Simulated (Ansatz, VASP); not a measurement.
## Cross-check of MoSeS between VASP and Ansatz

One calculation is typed for both programs; each brings its own data sets. How far apart do they land? Of the first pair: The structure shown is the start of the Ansatz relaxation below; VASP solves that cell, so the two are compared at the walk's first step.

Method: plane waves, with VASP 6.6.1 beside it; single point at PBEsol, in Ansatz 0.2.0.

### 1. The structure

The cell holds 3 atoms: 1 Mo, 1 S and 1 Se. Cell: a = 3.171 Å, b = 3.195 Å, c = 30.400 Å, α = 90.0°, β = 90.0°, γ = 119.8°. Vacuum lies along c.

### 2. Ansatz: relaxation, PBEsol

Ansatz runs on its PAW soft_1 files.

The two programs are compared at the cell with which this relaxation starts, whose forces are those of its first step.

input.yaml

```yaml
crystal:
  lattice:
    - [3.1710771062, 0.0, 0.0]
    - [-1.5855385531, 2.773973062, 0.0]
    - [0.0, 0.0, 30.4]
  atoms:
    - { symbol: Mo, position: [0.3333333333, 0.6666666667, 0.3297455859] }
    - { symbol: S, position: [0.6666666667, 0.3333333333, 0.379893902] }
    - { symbol: Se, position: [0.6666666667, 0.3333333333, 0.2739131437] }
  periodic: [true, true, false]
kpoints:
  mp_grid: { grid: [12, 12, 1] }
hamiltonian:
  xc: pbesol
  pseudopotentials: { kind: paw, azcp: { folder: soft_1 }, xc_functional: pbe }
scf:
  occupations: { method: fixed }
output:
  forces: true
  stress: true
  eigenvalues: true
relax:
  adjacent_minimum: "off"
  f_tol: 0.001
  max_steps: 60
```

Command:

```console
> ansatz run input.yaml --threads 4 --pin off --max-ram 16384MiB --backend cpu --events-out ev --progress --plain --runs-dir out
```

Numbers of over 12 decimals in the logs are rounded to 6 here.

The log of the run:

```text
Warning: output.stress: scf.convergence.dr2_threshold = 1e-9 eV (the default of a walk held to its f_tol) is looser than the 3e-10 eV advised for a printed stress (1e-10 eV for each atom of the cell: 3). What an SCF threshold leaves in a stress goes as its square root, and in the free energy as the threshold itself, and one threshold admits the most on a small cell: [figures from the program's tests cut] Every solve  [...]
Engine: ansatz 0.2.0, aarch64-unknown-linux-gnu
Pseudopotentials: kind: paw
Pseudopotential: Mo, paw, valence charge 14, recommended cutoff 420 eV (normal), soft_1/Mo.paw.azcp
Pseudopotential: S, paw, valence charge 6, recommended cutoff 420 eV (normal), soft_1/S.paw.azcp
Pseudopotential: Se, paw, valence charge 16, recommended cutoff 420 eV (normal), soft_1/Se.paw.azcp
Functional definition: PBEsol
  exchange = pbesol_x
  correlation = pbesol_c
Crystal: 3 atoms, lattice volume = 267.413 Å³
Basis set: ecut = 420 eV, 5261 PW (Γ), exchange–correlation on 48×48×432 points (8 copies of the dense FFT grid, shifted against one another)
Bands: 22, of which v1, the nominal top of the filled ones, is band 18 counted from 1 (17 counted from 0)
Symmetry: 2 space group operations
Space group: Cm (ITA 8), of the structure as read, at distance tolerance 6.4e-5 Å
k-points: 43 of 144 (time reversal used)
Non-local potential: Mo, projectors of the file, l = 0: 3, l = 1: 2, l = 2: 2, l = 3: 1
Non-local potential: S, projectors of the file, l = 0: 2, l = 1: 2, l = 2: 1
Non-local potential: Se, projectors of the file, l = 0: 2, l = 1: 2, l = 2: 3, l = 3: 1
PAW form: soft (Blöchl's): semilocal exchange-correlation on the pseudo side does not see the compensation charge
PAW frozen core: Mo, regenerated for the run's functional, and the local potential with it (the file was generated under x = pbe(κ = 0.804, μ = 0.219515), c = pbe(β = 0.066725))
PAW frozen core: S, regenerated for the run's functional, and the local potential with it (the file was generated under x = pbe(κ = 0.804, μ = 0.219515), c = pbe(β = 0.066725))
PAW frozen core: Se, regenerated for the run's functional, and the local potential with it (the file was generated under x = pbe(κ = 0.804, μ = 0.219515), c = pbe(β = 0.066725))
PAW one-centre angular grid: Mo, 590 points (default); XC on 64 Gauss nodes
PAW one-centre angular grid: S, 110 points (default); XC on 64 Gauss nodes
PAW one-centre angular grid: Se, 590 points (default); XC on 64 Gauss nodes
Initial density: superposition of atomic densities (neutral atoms: chi_scale 0, normalization atom)
Initial wavefunctions: pseudopotential atomic-orbital guess
Functional: x = pbesol(κ = 0.804, μ = 0.123457), c = pbesol(β = 0.046)
SCF iter   1: F=—  HF=-11210.311764 eV  |F-HF|=—  |Δ(HF+E_count)|=         —  Δρ=3.54e-2  dr2=4.93e0  ethr=3.10e-3  ⟨swp⟩=7.3  Hψ=5510  notcnv=0  defer=70
preconditioner: auto → Resta (q_TF=auto, 1.953 Å⁻¹)  ε∞=2.2  [insulator: Δε(μ)=1.739 eV  Ē_g=8.788 eV  n_scr=18 (ndim 8)  ℏωp=9.6 eV  f_vac=0.763  ε∞_Penn≈2.2  vacuum switching on, ρ_ref=5.6e-3 e/Å³]
SCF iter   2: F=—  HF=-11209.768363 eV  |F-HF|=—  |Δ(HF+E_count)|=   5.43e-1  Δρ=2.43e-2  dr2=5.18e0  ethr=3.10e-3  ⟨swp⟩=4.7  Hψ=2987  notcnv=0  defer=73
SCF iter   3: F=—  HF=-11209.141672 eV  |F-HF|=—  |Δ(HF+E_count)|=   6.27e-1  Δρ=1.04e-2  dr2=2.90e-1  ethr=3.10e-3  ⟨swp⟩=4.8  Hψ=2299  notcnv=0  defer=79
SCF iter   4: F=—  HF=-11209.081691 eV  |F-HF|=—  |Δ(HF+E_count)|=   6.00e-2  Δρ=2.78e-3  dr2=1.78e-2  ethr=8.07e-4  ⟨swp⟩=3.2  Hψ=1874  notcnv=0  defer=84
SCF iter   5: F=—  HF=-11209.086481 eV  |F-HF|=—  |Δ(HF+E_count)|=   4.79e-3  Δρ=1.65e-3  dr2=7.43e-2  ethr=4.93e-5  ⟨swp⟩=4.8  Hψ=2181  notcnv=0  defer=86
SCF iter   6: F=—  HF=-11209.080361 eV  |F-HF|=—  |Δ(HF+E_count)|=   6.12e-3  Δρ=3.00e-4  dr2=2.65e-4  ethr=4.93e-5  ⟨swp⟩=4.0  Hψ=1502  notcnv=0  defer=86
SCF iter   7: F=—  HF=-11209.080550 eV  |F-HF|=—  |Δ(HF+E_count)|=   1.89e-4  Δρ=1.08e-4  dr2=4.01e-5  ethr=7.36e-7  ⟨swp⟩=3.9  Hψ=2351  notcnv=0  defer=86
SCF iter   8: F=—  HF=-11209.080565 eV  |F-HF|=—  |Δ(HF+E_count)|=   1.42e-5  Δρ=2.88e-5  dr2=4.36e-6  ethr=1.11e-7  ⟨swp⟩=3.8  Hψ=2175  notcnv=0  defer=86
SCF iter   9: F=—  HF=-11209.080566 eV  |F-HF|=—  |Δ(HF+E_count)|=   1.30e-6  Δρ=7.40e-6  dr2=3.30e-7  ethr=1.21e-8  ⟨swp⟩=3.0  Hψ=1908  notcnv=0  defer=86
iter 10 did not close the SCF: its close was put off until two iterations running show no level that it waits for move by more than its bar (scf_convergence_deferred on its scf_iter line)
SCF iter  10: F=-11209.080566 eV  HF=-11209.080566 eV  |F-HF|=1.88e-8  |Δ(HF+E_count)|=   1.24e-7  Δρ=2.31e-6  dr2=1.21e-8  ethr=2.78e-10  ⟨swp⟩=17.9  Hψ=8133  notcnv=0
SCF iter  11: F=-11209.080566 eV  HF=-11209.080566 eV  |F-HF|=4.45e-9  |Δ(HF+E_count)|=   1.99e-8  Δρ=6.90e-7  dr2=1.45e-9  ethr=3.37e-11  ⟨swp⟩=3.2  Hψ=3881  notcnv=0
SCF 1 converged in 11 iterations: F = -11209.080566 eV  dr2 = 1.45e-9
  greatest PAW one-centre occupation: 1.000 electrons in one spin orbital (limit 2), on the Se atom at site 2 (counted from 0), in its partial waves of l = 2
relax step   1: F+E_penalty+E_count = -11209.08056604 eV  Δ(F+E_penalty+E_count) = +0.000e0 eV  max|allowed force component| = 1.061e-1 eV/Å  Δτ_max = 0.0000 Å  (11 SCF iters, dr2 threshold 1.00e-7 eV, accepted)
[...]
relax step   2: F+E_penalty+E_count = -11209.08099049 eV  Δ(F+E_penalty+E_count) = -4.245e-4 eV  max|allowed force component| = 8.962e-2 eV/Å  Δτ_max = 0.0105 Å  (6 SCF iters, dr2 threshold 7.03e-7 eV, accepted)
[...]
relax step   3: F+E_penalty+E_count = -11209.08130201 eV  Δ(F+E_penalty+E_count) = -3.115e-4 eV  max|allowed force component| = 4.270e-3 eV/Å  Δτ_max = 0.0045 Å  (6 SCF iters, dr2 threshold 5.02e-7 eV, accepted)
[...]
relax step   4: F+E_penalty+E_count = -11209.08130203 eV  Δ(F+E_penalty+E_count) = -1.599e-8 eV  max|allowed force component| = 4.266e-3 eV/Å  Δτ_max = 0.0000 Å  (4 SCF iters, accepted)
[...]
relax step   5: F+E_penalty+E_count = -11209.08130319 eV  Δ(F+E_penalty+E_count) = -1.158e-6 eV  max|allowed force component| = 8.463e-5 eV/Å  Δτ_max = 0.0003 Å  (6 SCF iters, accepted)
SCF converged after 6 iterations
Free energy (F): -11209.081303 eV
Harris-Foulkes:  -11209.081303 eV  (|F-HF|=5.09e-11)
Internal energy: -11209.081303 eV  (E = F + TS)
E sigma→0 (E₀):  -11209.081303 eV
Fermi energy:    -5.658985 eV
--- Per-component energies (eV) ---
  E_band       = -1098.192076
  E_kinetic    = 640.613683
  E_local      = -85144.547053  (includes V_loc(G=0)·N_el)
  E_nonlocal   = -167.949515
  E_hartree    = 42163.248948
  E_xc         = -348.728324
  E_vxc        = -393.332450  (∫ρ·V_xc dr)
  E_paw        = -5832.755027  (= ΣΔE_a)
  E_vpaw       = -359.476470  (= ΣTr[D̂ρ^β])
  E_aug_tail   = -0.000319  (compensation charges beyond the density's cutoff)
  E_ewald      = 37479.756603
  E_core_change = 1.279701  (= ΣΔE_core)
  E_smearing   = -0.000000  (= −TS)
  E_closure    = 0.000000  (closes the sum)
  Σ components = -11209.081303   (vs F -11209.081303, Δ=0.00e0)
--- Forces (eV/Å), atoms counted from 1 ---
  atom   1  Mo     0.00000000    -0.00001697    -0.00008337
  atom   2  S      0.00000000    -0.00002379     0.00006535
  atom   3  Se     0.00000000     0.00003916     0.00002178
  max |Σ_I F_I| component: 3.77e-6 eV/Å
--- 2D stress c σ (N/m, compression-positive) ---
        1.353569       0.000000       0.000000
        0.000000       0.283527       0.000000
        0.000000       0.000000       0.000000
  P = ½ c Tr σ = 0.8185 N/m
--- Band table (eV; the first three rows and the last of 43) ---
  k-point 0: bands = [... 14 lower, -7.7170, -6.8172, -6.7402, -5.7938, -2.6995, -2.6404, -2.3555, -2.2575]
  k-point 1: bands = [... 14 lower, -7.9115, -6.8798, -6.7549, -5.8150, -2.8883, -2.7891, -2.5443, -2.3329]
  k-point 2: bands = [... 14 lower, -7.8098, -7.1101, -6.8254, -5.9962, -3.4969, -2.9709, -2.7886, -2.0532]
  k-point 42: bands = [... 14 lower, -8.9573, -8.5638, -7.3162, -6.1182, -3.5921, -2.8142, -2.6309, -1.0985]
--- Relaxed structure (5 steps of the walk, 5 accepted, 0 SCFs on fresh bases) ---
  F+E_penalty+E_count = -11209.08130319 eV   max|allowed force component| = 8.463e-5 eV/Å
  cell:  # Å, volume = 267.4131 Å³
    - [3.1710771062, 0.0, 0.0]
    - [-1.5855385531, 2.773973062, 0.0]
    - [0.0, 0.0, 30.4]
  atoms:
    - { symbol: Mo, position: [0.333762, 0.667524, 0.329751] }
    - { symbol: S, position: [0.666427, 0.332854, 0.380081] }
    - { symbol: Se, position: [0.666478, 0.332955, 0.273721] }
```

### 3. VASP: single point, PBEsol, start cell, pair 1

The same cell, functional and mesh now go to VASP, with its own data sets.

Lines of VASP's logs that name or quote its potential files are left out, and so is its time.

INCAR

```
SYSTEM = MoSeS
PREC = Accurate
ENCUT = 400
EDIFF = 1E-06
NELM = 120
ISMEAR = 0
SIGMA = 0.01
LREAL = .FALSE.
ALGO = Normal
GGA = PS
NBANDS = 19
LASPH = .TRUE.
LORBIT = 11
LWAVE = .FALSE.
LCHARG = .FALSE.
ISIF = 2
LDIPOL = .TRUE.
IDIPOL = 3
DIPOL = 0.5 0.5 0.328
LVHAR = .TRUE.
GGA_COMPAT = .FALSE.
EFERMI = MIDGAP
NELMDL = -8
KPAR = 2
```

POSCAR

```
MoSeS
1.0
    3.1710771062      0.0000000000      0.0000000000
   -1.5855385531      2.7739730620      0.0000000000
    0.0000000000      0.0000000000     30.4000000000
Mo S Se
1 1 1
Direct
    0.3333332658      0.6666665316      0.3297455921
    0.6666667230      0.3333334461      0.3798939145
    0.6666667230      0.3333334461      0.2739131579
```

KPOINTS

```
Automatic mesh
0
Gamma
12 12 1
0 0 0
```

Potentials, in the order of the species: Mo_sv, S and Se (PBE family, release 64).

Command:

```console
> mpirun -np 2 vasp_std
```

The log of the run:

```text
[banner, memory and clock lines left out]
running    2 mpi-ranks, on    1 nodes
 distrk:  each k-point on    1 cores,    2 groups
 distr:  one band on    1 cores,    1 groups

 POSCAR found type information on POSCAR MoS Se
 POSCAR found :  3 types and       3 ions
|                                                                             |
|               ----> ADVICE to this user running VASP <----                  |
|                                                                             |
|     You enforced a specific xc type in the INCAR file but a different       |
|     [... a line on the potential file left out ...]
|     I HOPE YOU KNOW WHAT YOU ARE DOING!                                     |
|                                                                             |

 LDA part: xc-table for (Slater+PW92), standard interpolation
 POSCAR, INCAR and KPOINTS ok, starting setup
 FFT: planning ... GRIDC
 FFT: planning ... GRID_SOFT
 FFT: planning ... GRID
 WAVECAR not read
 entering main loop
       N       E                     dE             d eps       ncg     rms          rms(c)
DAV:   1     0.132523761168E+03    0.13252E+03   -0.11727E+04  2314   0.837E+02
DAV:   2    -0.122209733949E+02   -0.14474E+03   -0.14060E+03  2374   0.196E+02
DAV:   3    -0.236074802318E+02   -0.11387E+02   -0.11336E+02  2292   0.516E+01
DAV:   4    -0.237393191536E+02   -0.13184E+00   -0.13144E+00  2057   0.613E+00
DAV:   5    -0.237420635403E+02   -0.27444E-02   -0.27440E-02  2176   0.870E-01
DAV:   6    -0.237421521938E+02   -0.88653E-04   -0.88652E-04  2117   0.142E-01
DAV:   7    -0.237421564094E+02   -0.42156E-05   -0.42154E-05  2214   0.274E-02
DAV:   8    -0.237421566303E+02   -0.22091E-06   -0.22084E-06  2083   0.566E-03    0.230E+01
DAV:   9    -0.228211578809E+02    0.92100E+00   -0.82699E+00  1772   0.183E+01    0.742E+00
DAV:  10    -0.226892785316E+02    0.13188E+00   -0.47175E+00  1776   0.122E+01    0.566E+00
DAV:  11    -0.224809322684E+02    0.20835E+00   -0.11908E+00  1760   0.649E+00    0.126E+00
DAV:  12    -0.224770631421E+02    0.38691E-02   -0.52004E-02  2031   0.145E+00    0.678E-01
DAV:  13    -0.224746113153E+02    0.24518E-02   -0.10842E-02  1978   0.750E-01    0.244E-01
DAV:  14    -0.224744270045E+02    0.18431E-03   -0.23007E-03  1994   0.293E-01    0.711E-02
[...]
DAV:  20    -0.224749890273E+02   -0.72217E-04   -0.57132E-06  2053   0.886E-03    0.263E-03
DAV:  21    -0.224750191673E+02   -0.30140E-04   -0.80616E-07  1728   0.400E-03    0.176E-03
DAV:  22    -0.224750471369E+02   -0.27970E-04   -0.14223E-06  1766   0.392E-03    0.166E-03
DAV:  23    -0.224750537633E+02   -0.66264E-05   -0.12081E-07  1539   0.132E-03    0.992E-04
DAV:  24    -0.224750626865E+02   -0.89232E-05   -0.27734E-07  1374   0.154E-03    0.465E-04
DAV:  25    -0.224750655712E+02   -0.28847E-05   -0.64526E-08  1377   0.827E-04    0.188E-04
DAV:  26    -0.224750676031E+02   -0.20319E-05   -0.41936E-08  1244   0.535E-04    0.237E-04
DAV:  27    -0.224750683172E+02   -0.71404E-06   -0.78574E-09  1106   0.299E-04
   1 F= -.22475068E+02 E0= -.22475068E+02  d E =0.000000E+00
```

Parts of OUTCAR (step 3):

```text
ion  position               nearest neighbor table
   1  0.333  0.667  0.330-   2 2.39   2 2.39   2 2.40   3 2.50   3 2.50   3 2.51
   2  0.667  0.333  0.380-   1 2.39   1 2.39   1 2.40
   3  0.667  0.333  0.274-   1 2.50   1 2.50   1 2.51

  LATTYP: Found a base centered orthorhombic cell.
 ALAT       =     3.1710771062
 B/A-ratio  =     1.7495462703
 C/A-ratio  =     9.5866480006

 Subroutine GETGRP returns: Found  2 space group operations
 (whereof  2 operations were pure point group operations)

The static configuration has the point symmetry C_1h.

 Found     43 irreducible k-points:

   k-points           NKPTS =     43   k-points in BZ     NKDIM =     43   number of bands    NBANDS=     19

   dimension x,y,z NGX =    24 NGY =   24 NGZ =  200
   dimension x,y,z NGXF=    48 NGYF=   48 NGZF=  400

   ENCUT  =  400.0 eV  29.40 Ry    5.42 a.u.   5.17  5.21 49.57*2*pi/ulx,y,z

   NELECT =      26.0000    total number of electrons

 k-points in reciprocal lattice and weights: Automatic mesh
   0.00000000  0.00000000  0.00000000       0.007
   0.08333333  0.00000000  0.00000000       0.028
   0.16666667  0.00000000  0.00000000       0.028
   0.25000000  0.00000000  0.00000000       0.028
   0.33333333  0.00000000  0.00000000       0.028
   0.41666667  0.00000000  0.00000000       0.028
   0.50000000  0.00000000  0.00000000       0.014
   0.00000000  0.08333333  0.00000000       0.014
   0.08333333  0.08333333  0.00000000       0.028
[...]
0.16666667  0.41666667  0.00000000       0.014
   0.00000000  0.50000000  0.00000000       0.007

 dipolmoment           0.000000      0.000000      0.034320 electrons x Angstroem

 average (electrostatic) potential at core
       1 -84.2995       2 -94.3092       3 -61.0073

 E-fermi :  -2.2372

 k-point     1 :       0.0000    0.0000    0.0000
  band No.  band energies     occupation
    ...
      9      -5.5175      2.00000
     10      -5.1480      2.00000
     11      -4.2743      2.00000
     12      -4.2244      2.00000
     13      -3.2266      2.00000
     14      -0.1560      0.00000
     15      -0.0667      0.00000
     16       0.2280      0.00000
     17       0.3167      0.00000
     18       1.7534      0.00000
    ...

 k-point     2 :       0.0833    0.0000    0.0000
  band No.  band energies     occupation
    ...
      9      -5.5101      2.00000
     10      -5.3370      2.00000
     11      -4.4115      2.00000
     12      -4.1696      2.00000
     13      -3.2452      2.00000
     14      -0.2906      0.00000
     15      -0.1536      0.00000
     16      -0.0319      0.00000
     17       0.1790      0.00000
     18       1.9308      0.00000
    ...

 k-point     3 :       0.1667    0.0000    0.0000
  band No.  band energies     occupation
    ...
      9      -5.8727      2.00000
     10      -5.3569      2.00000
     11      -4.6624      2.00000
     12      -4.2338      2.00000
     13      -3.4203      2.00000
     14      -0.8733      0.00000
     15      -0.3943      0.00000
     16      -0.2949      0.00000
     17       0.4771      0.00000
     18       2.3506      0.00000
    ...

  Total        0.8570046      0.2201979      0.3227346      0.0000000     -0.0035047      0.0000000
  in kB        5.1346531      1.3192927      1.9336304      0.0000000     -0.0209977      0.0000000
  external PRESSURE =       2.7958587 kB  Pullay stress =       0.0000000 kB

  energy-cutoff  :      400.00
  volume of cell :      267.41
      direct lattice vectors                 reciprocal lattice vectors
     3.171077106  0.000000000  0.000000000     0.315350263  0.180246884  0.000000000
    -1.585538553  2.773973062  0.000000000     0.000000000  0.360493767  0.000000000
     0.000000000  0.000000000 30.400000000     0.000000000  0.000000000  0.032894737

 POSITION                                       TOTAL-FORCE (eV/Angst)
 -----------------------------------------------------------------------------------
      0.00000      1.84931     10.02427         0.000000      0.072463      0.044898
      1.58554      0.92466     11.54878        -0.000000     -0.039271      0.112346
      1.58554      0.92466      8.32696        -0.000000     -0.033192     -0.157244
 -----------------------------------------------------------------------------------
    total drift:                                0.000000      0.000044      0.000445

  FREE ENERGIE OF THE ION-ELECTRON SYSTEM (eV)
  ---------------------------------------------------
  free  energy   TOTEN  =       -22.4750683172 eV

  energy  without entropy=      -22.4750683172  energy(sigma->0) =      -22.47506832

 vacuum level on the upper side and lower side of the slab         2.900         2.194

 total charge
# of ion       s       p       d       tot
------------------------------------------
    1        2.292   6.217   4.000  12.510
    2        1.355   2.329   0.000   3.684
    3        1.481   2.342   0.070   3.892
--------------------------------------------------
tot          5.128  10.888   4.070  20.086

[... 3 further parts left out ...]
```

The run ends at a pressure of 0.28 GPa, with forces up to 0.16 eV/Å.

### 4. Differences

Known differences besides the potentials themselves: fixed occupations in Ansatz, narrow Gaussian smearing in VASP; Ansatz cuts the interaction across the vacuum, VASP repeats the sheet with a dipole correction; the data sets hold 36 valence electrons in Ansatz (on its PAW soft_1 files) and 26 in VASP; the cutoff is 420 eV in Ansatz and 400 eV in VASP; Ansatz makes its cores anew for this functional, VASP keeps those of its PBE data sets. Total energies have different zeros and are not compared.

Forces (eV/Å; atoms numbered as in POSCAR):

| atom | Ansatz x, y, z | VASP x, y, z |
| --- | --- | --- |
| Mo1 | 0.000, 0.072, -0.001 | 0.000, 0.072, 0.045 |
| S2 | 0.000, -0.040, 0.106 | 0.000, -0.039, 0.112 |
| Se3 | 0.000, -0.033, -0.106 | 0.000, -0.033, -0.157 |

The forces differ by 23 meV/Å r.m.s., which is 31.8 % of the r.m.s. force of 0.072 eV/Å (both taken over all components). With vacuum in the cell, a pressure given here is an average over mostly empty space and none of the material.

### 5. What the set-up changes

Further runs change the set-up of one program: Ansatz's method, potentials or start, or VASP's data sets, cutoff or form of LDA. The table gives that difference for each run.

| run | r.m.s. force difference (meV/Å) |
| --- | --- |
| as above | 23 |
| VASP with the data sets Mo, S and Se_sv_GW and a cutoff of 620 eV | 29 |

### 6. Ansatz: relaxation, PBEsol

This run makes the geometry at which the two programs are then compared.

The structure compared here is the end of the Ansatz relaxation.

input.yaml is that of step 2.

Command:

```console
> ansatz run input.yaml --threads 4 --pin off --max-ram 16384MiB --backend cpu --events-out ev --progress --plain --runs-dir out
```

The log of the run:

```text
[...]
Crystal: 3 atoms, lattice volume = 267.413 Å³
Basis set: ecut = 420 eV, 5261 PW (Γ), exchange–correlation on 48×48×432 points (8 copies of the dense FFT grid, shifted against one another)
Bands: 22, of which v1, the nominal top of the filled ones, is band 18 counted from 1 (17 counted from 0)
Symmetry: 2 space group operations
[...]
--- Relaxed structure (5 steps of the walk, 5 accepted, 0 SCFs on fresh bases) ---
  F+E_penalty+E_count = -11209.08130319 eV   max|allowed force component| = 8.463e-5 eV/Å
  cell:  # Å, volume = 267.4131 Å³
    - [3.1710771062, 0.0, 0.0]
    - [-1.5855385531, 2.773973062, 0.0]
    - [0.0, 0.0, 30.4]
  atoms:
    - { symbol: Mo, position: [0.333762, 0.667524, 0.329751] }
    - { symbol: S, position: [0.666427, 0.332854, 0.380081] }
    - { symbol: Se, position: [0.666478, 0.332955, 0.273721] }
[key lines of the parts left out:]
SCF converged after 6 iterations
Free energy (F): -11209.081303 eV
Fermi energy:    -5.658985 eV
P = ½ c Tr σ = 0.8185 N/m
```

(Part 1 of 2 ends here.)

[Lines on the potential files, build, host, timing and source positions are cut from VASP's logs without a mark.]

[Logs are printed without paths, hosts, clocks, repeated set-up lines and the standing remarks that a program may print on its own settings, such as how far it seeks lower states.]

[Hosts, paths, dates, database ids (printed as entryN), source tags and the programs' standing remarks are cut or masked in the printed files.]
